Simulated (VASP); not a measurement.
GaAs, 2 atoms in the cell. The structure is cubic, space group F-43m (No. 216). Conventional cell: a = 5.750 Å, b = 5.750 Å, c = 5.750 Å, α = 90.00°, β = 90.00°, γ = 90.00°. Around Ga (site symmetry -43m) lie 4 As at 2.49 Å. Around As (site symmetry -43m) lie 4 Ga at 2.49 Å. 

| Quantity | Value |
| --- | --- |
| Program | VASP 6.6.1 |
| Task | relaxation of cell and atoms |
| Functional | PBE |
| Potentials or basis | VASP PAW PBE potentials, release 64 (Ga_d, As) |
| Cutoff | 520 eV |
| k mesh | 10 × 10 × 10 |
| Occupations | gaussian, width 0.02 eV |
| Spin | no spin polarisation |
| Further INCAR settings | ALGO = Normal; EDIFF = 1e-07; IBRION = 2; EDIFFG = -0.15; NSW = 80; ISIF = 3 |

Potentials or basis: VASP PAW PBE potentials, release 64 (Ga_d, As).

Command:

```bash
$ cat potpaw_PBE.64/Ga_d/POTCAR potpaw_PBE.64/As/POTCAR > POTCAR
$ mpirun -np 1 vasp_std > vasp.out
```

Hardware: 1 thread of Intel(R) Xeon(R) Platinum 8259CL CPU @ 2.50GHz (Skylake/Cascade Lake), on a shared host.

Q: How long does it take, and how much memory?

A: Run time: 32 s on 1 thread of Intel(R) Xeon(R) Platinum 8259CL CPU @ 2.50GHz (Skylake/Cascade Lake), on a shared host, peak memory 0.18 GiB. Counts: scf iterations 14, k points 47, ion steps 1.
